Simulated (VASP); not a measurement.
Write the native input for VASP 6.6.1 that does the following.

```
Task                   : relaxation of cell and atoms
Functional             : PBE
Potentials or basis    : VASP PAW PBE potentials, release 64 (K_sv, Ag)
Cutoff                 : 600 eV
k mesh                 : 6 × 6 × 6
Occupations            : gaussian, width 0.1 eV
Spin                   : no spin polarisation
Dipole correction      : no
Further INCAR settings : ALGO = Fast; EDIFF = 1e-07; IBRION = 2; EDIFFG = -0.01; NSW = 100; ISIF = 3
```

The structure of K3Ag2 lies in POSCAR:

```
K3Ag2
1.0
    6.3765456012      0.0000000000      0.0000000000
    0.0000000000      6.3765456012      0.0000000000
    0.0000000000      0.0000000000      6.3765456012
K Ag
3 2
Direct
    0.0000000000      0.5000000000      0.5000000000
    0.5000000000      0.0000000000      0.5000000000
    0.5000000000      0.5000000000      0.0000000000
    0.0000000000      0.0000000000      0.0000000000
    0.5000000000      0.5000000000      0.5000000000
```

The cell was built by a generator and needn't be a form met in nature.

The cell isn't the ideal one: random cell by space group and Wyckoff sites (Pm-3m, No. 221).

The input as run:

INCAR

```
SYSTEM = K3Ag2
ALGO = Fast
EDIFF = 1E-7
EDIFFG = -0.01
ENCUT = 600
GGA = PE
IBRION = 2
ISIF = 3
ISMEAR = 0
LASPH = .TRUE.
LCHARG = .FALSE.
LREAL = .FALSE.
LWAVE = .FALSE.
NELM = 100
NSW = 100
PREC = Accurate
SIGMA = 0.1
```

KPOINTS

```
k-points
0
G
  6 6 6
  0 0 0
```

Potentials or basis: VASP PAW PBE potentials, release 64 (K_sv, Ag).

The run is started by

```console
$ cat potpaw_PBE.64/K_sv/POTCAR potpaw_PBE.64/Ag/POTCAR > POTCAR
$ mpirun -np 1 vasp_std > vasp.out
```

Results of the run:

| Property | Result |
| --- | --- |
| Relaxed volume | 53.17 Å³/atom |
| Relaxed cell | a = 6.430 Å, b = 6.430 Å, c = 6.430 Å, α = 90.00°, β = 90.00°, γ = 90.00° |
| Space group after relaxing (to 0.05 Å) | Pm-3m (No. 221) |
| Energy gained by relaxing | 0.5 meV/atom |
| Ionic steps | 3 |
| Pressure after relaxing | 0.0 GPa |
| Band gap on the k mesh | none (metal or under the smearing width) |

Wall time 7.9 min on 1 thread of Intel(R) Xeon(R) 6975P-C (Granite Rapids), on a shared host, peak memory 0.52 GiB.
